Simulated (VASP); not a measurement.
# Quasiparticle energies of BP in VASP, part 7 of 8

How does the gap of BP change from the starting functional to GW? The cell is of the zinc-blende type, one of the forms listed for this formula. The start is a cell from a database of measured crystal structures.

VASP 6.6.1, plane waves and PAW; the level of theory is named at each step.

So far, quasiparticle gap on the mesh (eV): step 3 (evGW0, evGW0 on PBE) 2.14; step 4 (evGW, evGW on PBE) 2.26; step 5 (QPGW0, QPGW0 on PBE) 2.16. Also gap on the k-mesh (eV): step 2 (empty bands, functional PBE) 1.33.

## Step 6: Orbitals for another starting point

This step: PBE; plane waves and PAW (P_GW, B_GW) (VASP 6.6.1).

A hybrid converges faster from good orbitals, so a cheap PBE run writes WAVECAR first.

INCAR

```
SYSTEM = BP
PREC = Accurate
ENCUT = 340
EDIFF = 1E-05
NELM = 100
ISMEAR = 0
SIGMA = 0.01
LREAL = .FALSE.
ALGO = Normal
GGA = PE
NBANDS = 10
LORBIT = 11
LWAVE = .TRUE.
LCHARG = .FALSE.
KPAR = 8
```

POSCAR

```
BP
1.0
    0.0000000000      2.2690000000      2.2690000000
    2.2690000000      0.0000000000      2.2690000000
    2.2690000000      2.2690000000      0.0000000000
P B
1 1
Direct
    0.7500000000      0.7500000000      0.7500000000
    0.0000000000      0.0000000000      0.0000000000
```

KPOINTS

```
Automatic mesh
0
Gamma
6 6 6
0 0 0
```

The projector-augmented-wave data sets are P_GW and B_GW (PBE family, release 64).

Started as:

```bash
> mpirun -np 8 vasp_std
```

Output:

```text
[banner, memory and clock lines left out]
running    8 mpi-ranks, on    1 nodes
 distrk:  each k-point on    1 cores,    8 groups
 distr:  one band on    1 cores,    1 groups

 POSCAR found type information on POSCAR P B
 POSCAR found :  2 types and       2 ions
 [... a notice as in an earlier step ...]

 LDA part: xc-table for (Slater+PW92), standard interpolation
 POSCAR, INCAR and KPOINTS ok, starting setup
 FFT: planning ... GRIDC
 FFT: planning ... GRID_SOFT
 FFT: planning ... GRID
 WAVECAR not read
 entering main loop
       N       E                     dE             d eps       ncg     rms          rms(c)
DAV:   1     0.839111538753E+01    0.83911E+01   -0.34640E+03   320   0.597E+02
DAV:   2    -0.130382464831E+02   -0.21429E+02   -0.20218E+02   528   0.124E+02
DAV:   3    -0.136168793553E+02   -0.57863E+00   -0.57606E+00   430   0.166E+01
DAV:   4    -0.136225206308E+02   -0.56413E-02   -0.56380E-02   480   0.203E+00
DAV:   5    -0.136225882378E+02   -0.67607E-04   -0.67605E-04   426   0.179E-01    0.450E+00
DAV:   6    -0.129868592699E+02    0.63573E+00   -0.15681E+00   498   0.706E+00    0.205E+00
DAV:   7    -0.128956855312E+02    0.91174E-01   -0.21442E-01   482   0.270E+00    0.785E-01
DAV:   8    -0.128859872938E+02    0.96982E-02   -0.29611E-02   412   0.106E+00    0.915E-02
DAV:   9    -0.128863431017E+02   -0.35581E-03   -0.73370E-04   396   0.201E-01    0.465E-02
DAV:  10    -0.128864924372E+02   -0.14934E-03   -0.21529E-04   384   0.110E-01    0.114E-02
DAV:  11    -0.128864929516E+02   -0.51433E-06   -0.14245E-05   386   0.244E-02
   1 F= -.12886493E+02 E0= -.12886493E+02  d E =-.448988E-27
 writing wavefunctions
```

It took 1 s on 8 MPI ranks of Intel Xeon 6975P-C (Granite Rapids), shared host; peak memory 0.86 GiB; 4.2 s of CPU time.

Parts of OUTCAR (step 6):

```text
   k-points           NKPTS =     16   k-points in BZ     NKDIM =     16   number of bands    NBANDS=     10

   NELECT =       8.0000    total number of electrons

 E-fermi :   7.2120

 k-point     1 :       0.0000    0.0000    0.0000
  band No.  band energies     occupation
      1      -8.3248      2.00000
      2       7.1389      2.00000
      3       7.1389      2.00000
      4       7.1389      2.00000
      5      10.5405      0.00000
      6      10.5405      0.00000
      7      10.5405      0.00000
      8      14.5115      0.00000
      9      18.6601      0.00000
    ...

  Total        0.0958963      0.0958963      0.0958963      0.0000000      0.0000000     -0.0000000
  in kB        6.5762618      6.5762618      6.5762618      0.0000000      0.0000000     -0.0000000
  external PRESSURE =       6.5762618 kB  Pullay stress =       0.0000000 kB

  FREE ENERGIE OF THE ION-ELECTRON SYSTEM (eV)
  ---------------------------------------------------
  free  energy   TOTEN  =       -12.8864929516 eV

  energy  without entropy=      -12.8864929516  energy(sigma->0) =      -12.88649295

[... 8 parts as in an earlier step ...]

[... 9 further parts left out ...]
```

This step gave:

* free energy (TOTEN): -12.89 eV
* Fermi energy: 7.212 eV
* pressure: 0.6576 GPa
* least direct gap on the k-mesh: 3.402 eV

The run ends at a pressure of 0.66 GPa.

## Step 7: Another starting point

This step: HSE06; plane waves and PAW (P_GW, B_GW) (VASP 6.6.1).

To see how much the result owes to its start, the ground state is made again with HSE06. EDIFF is tight for accurate orbitals, and a narrow smearing avoids fractional occupations.

INCAR

```
SYSTEM = BP
PREC = Accurate
ENCUT = 340
EDIFF = 1E-08
NELM = 100
ISMEAR = 0
SIGMA = 0.01
LREAL = .FALSE.
ALGO = Normal
LHFCALC = .TRUE.
AEXX = 0.25
GGA = PE
HFSCREEN = 0.2
LASPH = .TRUE.
NBANDS = 10
PRECFOCK = Fast
LORBIT = 11
LWAVE = .TRUE.
LCHARG = .FALSE.
KPAR = 8
```

POSCAR is that of step 6.

KPOINTS is that of step 6.

The run starts from files that an earlier step left in the folder.

Started as:

```bash
> mpirun -np 8 vasp_std
```

Output:

```text
[banner, memory and clock lines left out]
running    8 mpi-ranks, on    1 nodes
 distrk:  each k-point on    1 cores,    8 groups
 distr:  one band on    1 cores,    1 groups

 POSCAR found type information on POSCAR P B
 POSCAR found :  2 types and       2 ions
 [... a notice as in an earlier step ...]

 LDA part: xc-table for (Slater+PW92), standard interpolation
 found WAVECAR, reading the header
 POSCAR, INCAR and KPOINTS ok, starting setup
 FFT: planning ... GRIDC
 FFT: planning ... GRID_SOFT
 FFT: planning ... GRID
 reading WAVECAR
 the WAVECAR file was read successfully
 initial charge from wavefunction
 entering main loop
       N       E                     dE             d eps       ncg     rms          rms(c)
DAV:   1    -0.148180362234E+02   -0.14818E+02   -0.25884E-01   390   0.414E+00    0.224E-01
DAV:   2    -0.148198012025E+02   -0.17650E-02   -0.67894E-03   398   0.603E-01    0.161E-01
DAV:   3    -0.148194789821E+02    0.32222E-03   -0.40088E-04   458   0.179E-01    0.991E-02
DAV:   4    -0.148193481295E+02    0.13085E-03   -0.50460E-05   432   0.655E-02    0.590E-02
DAV:   5    -0.148193030689E+02    0.45061E-04   -0.14711E-05   458   0.342E-02    0.348E-02
DAV:   6    -0.148192881029E+02    0.14966E-04   -0.50478E-06   454   0.186E-02    0.205E-02
DAV:   7    -0.148192832261E+02    0.48768E-05   -0.17316E-06   508   0.108E-02    0.120E-02
DAV:   8    -0.148192816114E+02    0.16147E-05   -0.51509E-07   482   0.614E-03    0.706E-03
DAV:   9    -0.148192811334E+02    0.47797E-06   -0.17637E-07   510   0.360E-03    0.413E-03
DAV:  10    -0.148192809596E+02    0.17380E-06   -0.55566E-08   438   0.203E-03    0.243E-03
DAV:  11    -0.148192809129E+02    0.46653E-07   -0.18915E-08   288   0.120E-03    0.143E-03
DAV:  12    -0.148192809247E+02   -0.11782E-07   -0.88296E-09   256   0.783E-04    0.835E-04
DAV:  13    -0.148192809261E+02   -0.14167E-08   -0.29211E-09   196   0.501E-04
   1 F= -.14819281E+02 E0= -.14819281E+02  d E =-.943646E-23
 writing wavefunctions
```

Run time: 11 s. Hardware: 8 MPI ranks; peak memory 1.6 GiB.

Parts of OUTCAR (step 7):

```text
   k-points           NKPTS =     16   k-points in BZ     NKDIM =    216   number of bands    NBANDS=     10

   NELECT =       8.0000    total number of electrons

  exchange ACFDT corr.  =         0.00000000  see jH, gK, PRB 81, 115126

 E-fermi :   6.7674

 k-point     1 :       0.0000    0.0000    0.0000
  band No.  band energies     occupation
      1     -10.3962      2.00000
      2       6.7014      2.00000
      3       6.7014      2.00000
      4       6.7014      2.00000
      5      11.0634      0.00000
      6      11.0634      0.00000
      7      11.0634      0.00000
      8      15.3941      0.00000
      9      19.3225      0.00000
    ...

 POSITION                                       TOTAL-FORCE (eV/Angst)
 -----------------------------------------------------------------------------------
      3.40350      3.40350      3.40350         0.000000      0.000000      0.000000
      0.00000      0.00000      0.00000        -0.000000     -0.000000     -0.000000
 -----------------------------------------------------------------------------------
    total drift:                                0.000002     -0.000001      0.000000

  FREE ENERGIE OF THE ION-ELECTRON SYSTEM (eV)
  ---------------------------------------------------
  free  energy   TOTEN  =       -14.8192809261 eV

  energy  without entropy=      -14.8192809261  energy(sigma->0) =      -14.81928093

[... 7 parts as in an earlier step ...]

[... 9 further parts left out ...]
```

The PAW data sets were made with PBE, which is usual practice but a small mismatch for other functionals.

Numbers from this step:

```yaml
free_energy_toten: -14.82 eV
fermi_energy: 6.767 eV
gap_on_the_k_mesh: 2.09 eV
least_direct_gap_on_the_k_mesh: 4.362 eV
```

## Step 8: Empty bands, functional HSE06

ALGO = Exact makes the empty bands from the converged ground state in one step. LOPTICS writes the k-derivatives of the orbitals (WAVEDER), which give the long-wavelength limit of the screening.

INCAR

```
SYSTEM = BP
PREC = Accurate
ENCUT = 340
ISMEAR = 0
SIGMA = 0.01
LREAL = .FALSE.
LHFCALC = .TRUE.
AEXX = 0.25
GGA = PE
HFSCREEN = 0.2
LASPH = .TRUE.
NBANDS = 152
PRECFOCK = Fast
ALGO = Exact
NELM = 1
LWAVE = .TRUE.
LCHARG = .FALSE.
LOPTICS = .TRUE.
NEDOS = 1000
CSHIFT = 0.1
```

POSCAR is that of step 7.

KPOINTS is that of step 7.

The run starts from files that an earlier step left in the folder.

Started as:

```bash
> mpirun -np 8 vasp_std
```

Output:

```text
[banner, memory and clock lines left out]
running    8 mpi-ranks, on    1 nodes
[...]
[... a notice as in an earlier step ...]

 LDA part: xc-table for (Slater+PW92), standard interpolation
 found WAVECAR, reading the header
  number of bands has changed, file:    10 present:   152
  trying to continue reading WAVECAR, but it might fail
 POSCAR, INCAR and KPOINTS ok, starting setup
[...]
reading WAVECAR
 random initialization beyond band           10
 the WAVECAR file was read successfully
 initial charge from wavefunction
 entering main loop
       N       E                     dE             d eps       ncg     rms          rms(c)
DIA:   1    -0.148192809525E+02   -0.14819E+02    0.00000E+00     0   0.000E+00
   1 F= -.14819281E+02 E0= -.14819281E+02  d E =-.457385E-82
 writing wavefunctions
 optical routines
 imaginary and real dielectric function
 recalculating local potential from charge density
 direction            1
 direction            2
 direction            3
```

Wall time 48 s (8 MPI ranks); peak memory 1.8 GiB; 6.3 min of CPU time.

From OUTCAR (step 8):

```text
  FREE ENERGIE OF THE ION-ELECTRON SYSTEM (eV)
  ---------------------------------------------------
  free  energy   TOTEN  =       -14.8192809525 eV

  energy  without entropy=      -14.8192809525  energy(sigma->0) =      -14.81928095

[... 3 parts as in an earlier step ...]

[... 1 further part left out ...]
[key lines of the parts left out:]
E-fermi :   6.8357
```

(Continued in part 8 of 8.)

[Lines on the potential files, build, host, timing and source positions are cut from VASP's logs without a mark.]

[Logs are printed without paths, hosts, clocks, repeated set-up lines and the standing remarks that a program may print on its own settings, such as how far it seeks lower states.]

[Hosts, paths, dates, database ids (printed as entryN), source tags and the programs' standing remarks are cut or masked in the printed files.]

[Pressures printed for these runs are not shown converged in the cutoff: they can be off by several GPa and have the wrong sign.]
